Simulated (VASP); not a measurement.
Level of theory: PBEsol GGA, VASP's PBE PAW potentials (set 64) (plane waves; VASP).

A VASP calculation is set up with these files.

INCAR:
```
! general
SYSTEM =HfO2
PREC   =Accurate
ENCUT  =600
LREAL  =.FALSE.
LASPH  =.TRUE.

! electronic loop
EDIFF  =1E-7
NELM   =100
ALGO   =Normal
LMAXMIX=6

! smearing
ISMEAR =0
SIGMA  =0.05

! functional
GGA    =PS

! ions
ISIF   =2

! output
LWAVE  =.FALSE.
LCHARG =.FALSE.
```

### KPOINTS
```
Automatic
0
G
8 8 8
```

POSCAR:
```
HfO2
1
    0.0000000000     2.5104630632     2.5104630632
    2.5104630632     0.0000000000     2.5104630632
    2.5104630632     2.5104630632     0.0000000000
Hf O
1 2
Direct
  0.0000000000   0.0000000000   0.0000000000
  0.2500000000   0.2500000000   0.2500000000
  0.7500000000   0.7500000000   0.7500000000
```

POTCAR, in this order: Hf_pv O (PBE.64 set). Program: vasp_std.

Output

### OSZICAR
```
       N       E                     dE             d eps       ncg     rms          rms(c)
DAV:   1     0.107827432361E+03    0.10783E+03   -0.14195E+04   870   0.163E+03
DAV:   2    -0.329764296841E+02   -0.14080E+03   -0.13784E+03  1144   0.343E+02
DAV:   3    -0.368317531123E+02   -0.38553E+01   -0.38524E+01  1108   0.555E+01
DAV:   4    -0.368511944173E+02   -0.19441E-01   -0.19440E-01  1101   0.428E+00
DAV:   5    -0.368513551179E+02   -0.16070E-03   -0.16069E-03  1122   0.351E-01    0.526E+01
DAV:   6    -0.318077131445E+02    0.50436E+01   -0.26457E+01   961   0.368E+01    0.453E+01
DAV:   7    -0.316859547397E+02    0.12176E+00   -0.72206E-01  1066   0.814E+00    0.291E+01
DAV:   8    -0.316512044788E+02    0.34750E-01   -0.17992E-01  1066   0.452E+00    0.524E+00
DAV:   9    -0.316420901968E+02    0.91143E-02   -0.33979E-02  1045   0.172E+00    0.180E+00
DAV:  10    -0.316418742761E+02    0.21592E-03   -0.36736E-03  1150   0.482E-01    0.264E-01
DAV:  11    -0.316418555152E+02    0.18761E-04   -0.21962E-04   982   0.128E-01    0.176E-01
DAV:  12    -0.316418570395E+02   -0.15243E-05   -0.21162E-05  1165   0.369E-02    0.184E-02
DAV:  13    -0.316418572888E+02   -0.24930E-06   -0.16736E-06  1067   0.103E-02    0.964E-03
DAV:  14    -0.316418573147E+02   -0.25849E-07   -0.11851E-07   778   0.310E-03
   1 F= -.31641857E+02 E0= -.31641857E+02  d E =-.561280E-17
```

### OUTCAR
```
------------------------ aborting loop because EDIFF is reached ----------------------------------------
  FORCE on cell =-STRESS in cart. coord.  units (eV):
  Direction    XX          YY          ZZ          XY          YZ          ZX
  --------------------------------------------------------------------------------------
  Total       -0.0675172     -0.0675172     -0.0675172      0.0000000      0.0000000      0.0000000
  in kB       -3.4184841     -3.4184841     -3.4184841      0.0000000      0.0000000      0.0000000
  external PRESSURE =      -3.4184841 kB  Pullay stress =       0.0000000 kB
  volume of cell :       31.64
      direct lattice vectors                 reciprocal lattice vectors
     0.000000000  2.510463063  2.510463063    -0.199166444  0.199166444  0.199166444
     2.510463063  0.000000000  2.510463063     0.199166444 -0.199166444  0.199166444
     2.510463063  2.510463063  0.000000000     0.199166444  0.199166444 -0.199166444
 POSITION                                       TOTAL-FORCE (eV/Angst)
 -----------------------------------------------------------------------------------
      0.00000      0.00000      0.00000         0.000000      0.000000      0.000000
      1.25523      1.25523      1.25523         0.000000      0.000000      0.000000
      3.76569      3.76569      3.76569        -0.000000     -0.000000     -0.000000
 -----------------------------------------------------------------------------------
    total drift:                                0.000000      0.000000      0.000000
  FREE ENERGIE OF THE ION-ELECTRON SYSTEM (eV)
  ---------------------------------------------------
  free  energy   TOTEN  =       -31.6418573147 eV

  energy  without entropy=      -31.6418573147  energy(sigma->0) =      -31.64185731
```
(Selected blocks of OUTCAR.)

The compound is HfO2 in the fluorite structure, the high-temperature cubic form, which is unstable at 0 K; the monoclinic form is the stable one. It was relaxed first.
